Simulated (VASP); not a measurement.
# Ga11FeAs12 (a cell with a defect) in VASP: notebook

One crystal, Ga11FeAs12 (a cell with a defect), is run at these levels: PBEsol, HSE06; tasks: single point.

Program: VASP 6.6.1. These are calculated values, not measurements. Logs are shortened: lines on timing, memory, paths and dates and some standing lists are left out, and cuts for length are marked.

### 1 The crystal as given

The cell holds a defect, 24 atoms: a = 11.993 Å, b = 7.996 Å, c = 7.996 Å, α = 60.00°, β = 60.00°, γ = 60.00°.

### 2 Single point, PBEsol, collinear spin, ferromagnetic start

The input, INCAR:

```
PREC     = Accurate       # precision mode
ENCUT    = 350            # plane-wave cutoff, eV
EDIFF    = 1E-5           # SCF threshold, eV
ISMEAR   = 0              # smearing method
SIGMA    = 0.03           # smearing width, eV
LREAL    = Auto         
LASPH    = True           # aspherical terms in the spheres
NELM     = 120            # most SCF steps
ALGO     = Normal         # electronic algorithm
ISIF     = 2              # what is computed and relaxed
LWAVE    = False          # write WAVECAR
LCHARG   = False          # write CHGCAR
ISPIN    = 2              # spin polarisation
MAGMOM   = 1 0 0 0 0 0 0 0 0 0 0 0 0 0 0 0 0 0 0 0 0 0 0 0 # initial moments
LORBIT   = 11             # projections on sites
NUPDOWN  = 1              # fixed moment
LMAXMIX  = 4              # l up to which the mixer works
GGA      = PS             # functional
ISYM     = 0            
KPAR     = 2
```

The input, KPOINTS:

```
Automatic mesh
0
Gamma
  2 2 2
```

The input, POSCAR:

```
Ga11FeAs12                              
1.0
    0.0000000000      8.4805500000      8.4805500000
    5.6537000000      0.0000000000      5.6537000000
    5.6537000000      5.6537000000      0.0000000000
  Fe              Ga              As            
     1    11    12
Direct
     0.0001236770320163    0.0003210635346347    0.9988378040822601
     0.0017603047822878    0.0018455344778492    0.4972535483073330
     0.0021810446460228    0.4984009433385090    0.9991623853322161
     0.0012371421386822    0.4993053131147263    0.4969336992046691
     0.3307539490362756    0.0021169151136836    0.0007883389206927
     0.3304448791241477    0.0031605963798808    0.4993294760762892
     0.3304851968920463    0.5021364166484964    0.0000296182585594
     0.3317461266205118    0.5016549900408542    0.5000420415787065
     0.6679353996276496    0.0011554139548713    0.0003043659904625
     0.6662346969011008    0.0022054143060316    0.4969559938780672
     0.6662204826103773    0.4975882168917340    0.0004317322837460
     0.6668156055133927    0.5010414677311622    0.4983755028989655
     0.0806526472451462    0.1217615117209292    0.1204669939412466
     0.0811824939939171    0.1224454867727146    0.6341494794063460
     0.0811015710643681    0.6355982981264048    0.1201935855697000
     0.0823270443172201    0.6263678345045124    0.6238600760376336
     0.4173935061483693    0.1259014670373968    0.1231873652614964
     0.4160357137720279    0.1259054897589489    0.6246424009212885
     0.4160608750300048    0.6259994681651715    0.1241825330402930
     0.4168497159842656    0.6265957692447722    0.6234603227036738
     0.7573214060113430    0.1217899397606219    0.1211354150997574
     0.7508446448647668    0.1250704982423066    0.6238807239369918
     0.7512266002183133    0.6248550289537763    0.1224299060579724
     0.7505542764257335    0.6257239221800157    0.6239436912116519
```

Potentials or basis: VASP PAW PBE potentials, release 64 (Fe, Ga_d, As).

Command:

```
$ cat potpaw_PBE.64/Fe/POTCAR potpaw_PBE.64/Ga_d/POTCAR potpaw_PBE.64/As/POTCAR > POTCAR
$ mpirun -np 4 vasp_std > vasp.out
```

OUTCAR:

```text
PREC = Accurate
   ENCUT = 350
   EDIFF = 1E-5
   ISMEAR = 0
   LREAL = Auto
   LASPH = True
   NELM = 120
   ISIF = 2
   ISPIN = 2
   LORBIT = 11
   NUPDOWN = 1
   GGA = PS
   ISYM = 0

 ion  position               nearest neighbor table
   1  0.000  0.000  0.999-  13 2.38  21 2.38  14 2.38  15 2.38
   2  0.002  0.002  0.497-  16 2.45  22 2.46  14 2.46  13 2.46
   3  0.002  0.498  0.999-  16 2.45  23 2.46  15 2.46  13 2.46
   4  0.001  0.499  0.497-  16 2.45  24 2.45  15 2.46  14 2.46
   5  0.331  0.002  0.001-  13 2.45  19 2.46  18 2.46  17 2.46
   6  0.330  0.003  0.499-  14 2.44  17 2.46  18 2.46  20 2.46
[... 16 lines left out ...]
  23  0.751  0.625  0.122-  12 2.45   9 2.46   3 2.46  11 2.46
  24  0.751  0.626  0.624-  12 2.45   4 2.45  10 2.46  11 2.46

IMPORTANT INFORMATION: All symmetrisations will be switched off!
NOSYMM: (Re-)initialisation of all symmetry stuff for point group C_1.

----------------------------------------------------------------------------------------

                                     Primitive cell

  volume of cell :     542.1501

  direct lattice vectors                    reciprocal lattice vectors
     0.000000000  8.480550000  8.480550000    -0.058958440  0.058958440  0.058958440
     5.653700000  0.000000000  5.653700000     0.088437660 -0.088437660  0.088437660
     5.653700000  5.653700000  0.000000000     0.088437660  0.088437660 -0.088437660

  length of vectors
    11.993308826  7.995539218  7.995539218     0.102119014  0.153178521  0.153178521

  position of ions in fractional coordinates (direct lattice)
     0.000123677  0.000321064  0.998837804
     0.001760305  0.001845534  0.497253548
     0.002181045  0.498400943  0.999162385
     0.001237142  0.499305313  0.496933699
     0.330753949  0.002116915  0.000788339
     0.330444879  0.003160596  0.499329476
[... 16 lines left out ...]
     0.751226600  0.624855029  0.122429906
     0.750554276  0.625723922  0.623943691

  ion indices of the primitive-cell ions
   primitive index   ion index
                 1           1
                 2           2
                 3           3
                 4           4
                 5           5
                 6           6
[... 16 lines left out ...]
                23          23
                24          24

----------------------------------------------------------------------------------------

 KPOINTS: Automatic mesh

Automatic generation of k-mesh.
 Grid dimensions read from file:
 generate k-points for:    2    2    2

 Generating k-lattice:

  Cartesian coordinates                     Fractional coordinates (reciprocal lattice)
    -0.029479220  0.029479220  0.029479220     0.500000000  0.000000000  0.000000000
     0.044218830 -0.044218830  0.044218830     0.000000000  0.500000000  0.000000000
     0.044218830  0.044218830 -0.044218830     0.000000000  0.000000000  0.500000000

  Length of vectors
     0.051059507  0.076589260  0.076589260

  Shift w.r.t. Gamma in fractional coordinates (k-lattice)
     0.000000000  0.000000000  0.000000000

 Subroutine IBZKPT returns following result:
 ===========================================

 Found      8 irreducible k-points:

 Following reciprocal coordinates:
            Coordinates               Weight
  0.000000  0.000000  0.000000      1.000000
  0.500000  0.000000  0.000000      1.000000
  0.000000  0.500000  0.000000      1.000000
  0.000000  0.000000  0.500000      1.000000
  0.500000  0.000000  0.500000      1.000000
  0.500000  0.500000  0.000000      1.000000
  0.000000  0.500000  0.500000      1.000000
  0.500000  0.500000  0.500000      1.000000
   k-points           NKPTS =      8   k-points in BZ     NKDIM =      8   number of bands    NBANDS=    128
   number of dos      NEDOS =    301   number of ions     NIONS =     24
   total plane-waves  NPLWV = 200000
   dimension x,y,z NGX =    80 NGY =   50 NGZ =   50
   dimension x,y,z NGXF=   160 NGYF=  100 NGZF=  100
   ions per type =               1  11  12
   NGX,Y,Z   is equivalent  to a cutoff of  11.09, 10.40, 10.40 a.u.
   NGXF,Y,Z  is equivalent  to a cutoff of  22.18, 20.79, 20.79 a.u.
 SYSTEM =  unknown system
   PREC   = accura    normal or accurate (medium, high low for compatibility)
   ISTART =      0    job   : 0-new  1-cont  2-samecut
   ICHARG =      2    charge: 1-file 2-atom 10-const
   ISPIN  =      2    spin polarized calculation?
   LNONCOLLINEAR =      F non collinear calculations
   LSORBIT =      F    spin-orbit coupling
   LASPH  =      T    aspherical Exc in radial PAW
   ENCUT  =  350.0 eV  25.72 Ry    5.07 a.u.  18.29 12.20 12.20*2*pi/ulx,y,z
   NELM   =    120;   NELMIN=  2; NELMDL= -5     # of ELM steps
   EDIFF  = 0.1E-04   stopping-criterion for ELM
   LREAL  =      T    real-space projection
   EDIFFG = 0.1E-03   stopping-criterion for IOM
   NSW    =      0    number of steps for IOM
   IBRION =     -1    ionic relax: 0-MD 1-quasi-New 2-CG
   NFREE  =      0    steps in history (QN), initial steepest desc. (CG)
   ISIF   =      2    stress and relaxation
   ISYM   =      0    0-nonsym 1-usesym 2-fastsym
   POTIM  = 0.5000    time-step for ionic-motion
   TEBEG  =    0.0;   TEEND  =   0.0 temperature during run
   PSTRESS=    0.0 pullay stress
   NELECT =     211.0000    total number of electrons
   NUPDOWN=       1.0000    fix difference up-down
   EMIN   =  10.00;   EMAX   =-10.00  energy-range for DOS
   EFERMI =   0.00;   METHOD = LEGACY
   ISMEAR =     0;   SIGMA  =   0.03  broadening in eV -4-tet -1-fermi 0-gaus
   EFERMI_NEDOS =   21; number of points for ismear=-14 and -15
   IALGO  =     38    algorithm
   IMIX   =      4    mixing-type and parameters
     AMIX     =   0.40;   BMIX     =  1.00
     AMIX_MAG =   1.60;   BMIX_MAG =  1.00
  volume/ion in A,a.u.               =      22.59       152.44
  Fermi-wavevector in a.u.,A,eV,Ry     =   1.195260  2.258714 19.437923  1.428647
  Thomas-Fermi vector in A             =   2.331230
   LORBIT       =     11    0 simple, 1 ext, 2 COOP (PROOUT), +10 PAW based schemes
   GGA     = PS    functional components
   LHFCALC =     F    Hartree Fock is set to
   AEXX    =    0.0000 exact exchange contribution
   IVDW    =     0    specifies the selected vdW correction
   LEPSILON=     F    determine dielectric tensor
   LRPA    =     F    only Hartree local field effects (RPA)
 spin polarized calculation
 Gauss-broadening in eV      SIGMA  =   0.03
  energy-cutoff  :      350.00
  volume of cell :      542.15
 maximum number of plane-waves:      8100
 NGX is ok and might be reduce to    80
   NGX = 37   NGY = 25   NGZ = 25

 number of electron     210.9999941 magnetization       0.9999999

 Free energy of the ion-electron system (eV)
  ---------------------------------------------------
  ext. energy  EPLUGINS =         0.00000000
  ---------------------------------------------------
  free energy    TOTEN  =      -111.62864945 eV

  energy without entropy =     -111.62653464  energy(sigma->0) =     -111.62759205

 E-fermi :   3.9462     XC(G=0):  -9.7550

 val. band max:        3.8695978541   @ k =   0.0000   0.5000   0.5000
 cond. band min:       3.5477935548   @ k =   0.5000   0.5000   0.0000
 fundamental gap:     -0.3218042993
 Fermi energy:         3.5463511195

 spin component 1

 k-point     1 :       0.0000    0.0000    0.0000
  band No.  band energies     occupation
      1     -11.2018      1.00000
      2     -11.1879      1.00000
      3     -11.1855      1.00000
      4     -11.1733      1.00000
      5     -11.1696      1.00000
      6     -11.1616      1.00000
[... 109 lines left out ...]
    116       5.4976      0.00000
    117       5.5402      0.00000

 k-point     2 :       0.5000    0.0000    0.0000
  band No.  band energies     occupation
      1     -11.2020      1.00000
      2     -11.1918      1.00000
      3     -11.1839      1.00000
      4     -11.1718      1.00000
      5     -11.1705      1.00000
      6     -11.1646      1.00000
[... 713 lines left out ...]
  band No.  band energies     occupation
      1     -11.1925      1.00000
      2     -11.1825      1.00000
      3     -11.1795      1.00000
      4     -11.1649      1.00000
      5     -11.1639      1.00000
      6     -11.1611      1.00000
[... 109 lines left out ...]
    116       6.5864      0.00000
    117       6.5940      0.00000
 Fermi energy:         3.9462131075

 spin component 2

 k-point     1 :       0.0000    0.0000    0.0000
  band No.  band energies     occupation
      1     -11.2035      1.00000
      2     -11.1890      1.00000
      3     -11.1880      1.00000
      4     -11.1746      1.00000
      5     -11.1703      1.00000
      6     -11.1631      1.00000
[... 109 lines left out ...]
    116       5.5220      0.00000
    117       5.5899      0.00000

 k-point     2 :       0.5000    0.0000    0.0000
  band No.  band energies     occupation
      1     -11.2037      1.00000
      2     -11.1929      1.00000
      3     -11.1862      1.00000
      4     -11.1736      1.00000
      5     -11.1711      1.00000
      6     -11.1651      1.00000
[... 713 lines left out ...]
  band No.  band energies     occupation
      1     -11.1942      1.00000
      2     -11.1836      1.00000
      3     -11.1829      1.00000
      4     -11.1659      1.00000
      5     -11.1643      1.00000
      6     -11.1618      1.00000
[... 109 lines left out ...]
    116       6.6341      0.00000
    117       6.6599      0.00000
 [bands above 117 left out]

------------------------ aborting loop because EDIFF is reached ----------------------------------------

  FORCE on cell =-STRESS in cart. coord.  units (eV):
  Direction    XX          YY          ZZ          XY          YZ          ZX
  --------------------------------------------------------------------------------------
  -------------------------------------------------------------------------------------
  Total       -3.2773762     -3.2877588     -3.2727796      0.8505419     -0.9150356      0.8369679
  in kB       -9.6853950     -9.7160780     -9.6718110      2.5135456     -2.7041393      2.4734313
  external PRESSURE =      -9.6910947 kB  Pullay stress =       0.0000000 kB

 VOLUME and BASIS-vectors are now :
 -----------------------------------------------------------------------------
  energy-cutoff  :      350.00
  volume of cell :      542.15
      direct lattice vectors                 reciprocal lattice vectors
     0.000000000  8.480550000  8.480550000    -0.058958440  0.058958440  0.058958440
     5.653700000  0.000000000  5.653700000     0.088437660 -0.088437660  0.088437660
     5.653700000  5.653700000  0.000000000     0.088437660  0.088437660 -0.088437660

 POSITION                                       TOTAL-FORCE (eV/Angst)
 -----------------------------------------------------------------------------------
      5.64894      5.64818      0.00286         0.014908      0.015703      0.011180
      2.82176      2.82625      0.02536         0.026286     -0.022939     -0.178985
      8.46677      5.66746      2.83631         0.035501     -0.181289     -0.023822
      5.63244      2.82001      2.83341         0.177837     -0.032829     -0.041765
      0.01643      2.80943      2.81694        -0.186199      0.085239      0.088462
      2.84093      5.62541      2.82022        -0.080671      0.185251      0.055415
[... 16 lines left out ...]
      4.22492      7.06300      9.90356         0.034966     -0.001758     -0.023343
      7.06525      9.89270      9.90277        -0.003989     -0.012028     -0.010733
 -----------------------------------------------------------------------------------
    total drift:                                0.005007     -0.012708      0.001222

  FREE ENERGIE OF THE ION-ELECTRON SYSTEM (eV)
  ---------------------------------------------------
  free  energy   TOTEN  =      -111.6286494485 eV

  energy  without entropy=     -111.6265346431  energy(sigma->0) =     -111.62759205

 total charge

# of ion       s       p       d       tot
------------------------------------------
    1        0.416   0.368   6.343   7.128
    2        0.888   0.792   9.988  11.668
    3        0.888   0.793   9.988  11.669
    4        0.888   0.792   9.989  11.668
    5        0.885   0.798   9.990  11.672
    6        0.879   0.804   9.990  11.674
[... 16 lines left out ...]
   23        1.206   1.595   0.030   2.830
   24        1.205   1.597   0.030   2.832
--------------------------------------------------
tot         24.634  28.119 116.637 169.390

 magnetization (x)

# of ion       s       p       d       tot
------------------------------------------
    1        0.012   0.007   1.313   1.332
    2        0.004  -0.003  -0.002  -0.001
    3        0.004  -0.003  -0.002  -0.001
    4        0.004  -0.002  -0.002   0.001
    5        0.002  -0.005  -0.002  -0.005
    6        0.002   0.000  -0.001   0.001
[... 16 lines left out ...]
   23        0.000  -0.006  -0.000  -0.006
   24        0.000  -0.005  -0.000  -0.005
--------------------------------------------------
tot          0.044  -0.290   1.304   1.058
```

Wall time 4.9 min (4 MPI ranks of AMD EPYC 9R45 (Zen 5), shared host); peak memory 0.52 GiB.

Results:

```
Free energy                                           : -111.6286 eV
Pressure                                              : -1.0 GPa
Largest force                                         : 0.795 eV/Å
Net moment                                            : 1.00 μB per cell
Site moments                                          : Fe +1.33; Ga -0.00, +0.00, -0.01; As -0.06, -0.05, -0.01 μB
Valence electrons inside the program's atomic spheres : Fe 7.13; Ga 11.67, 11.68; As 2.81, 2.84, 2.82, 2.83
```

Forces in eV/Å, atoms in the order of the input:
```
Fe   0.015  0.016  0.011
Ga   0.026 -0.023 -0.179
Ga   0.036 -0.181 -0.024
Ga   0.178 -0.033 -0.042
Ga  -0.186  0.085  0.088
Ga  -0.081  0.185  0.055
Ga  -0.079  0.057  0.182
Ga  -0.026  0.039  0.047
Ga  -0.218  0.011  0.021
Ga   0.007  0.172 -0.023
Ga   0.009 -0.020  0.178
Ga  -0.024  0.038  0.034
As  -0.383 -0.493 -0.493
As   0.472  0.376 -0.467
As   0.474 -0.467  0.388
As  -0.016  0.024  0.020
As   0.114 -0.066 -0.074
As   0.018 -0.079 -0.017
As   0.021 -0.019 -0.076
As   0.044 -0.043 -0.053
As  -0.452  0.454  0.461
As   0.021 -0.019 -0.006
As   0.035 -0.002 -0.023
As  -0.004 -0.012 -0.011
```

Stress tensor (GPa, compression positive):
```
-0.97  0.25  0.25
 0.25 -0.97 -0.27
 0.25 -0.27 -0.97
```

Caveat: the k mesh is coarse (spacing up to 0.48 Å⁻¹), so the values aren't converged; the cutoff is under 1.25 times the usual one of these potentials, so pressure, stress and relaxed cells hold a basis-set (Pulay) error; the PAW data sets were made with another functional, which shifts forces and pressure a little; the total moment is fixed, so each spin has its own Fermi level.

(Continued in part 2 of 2.)
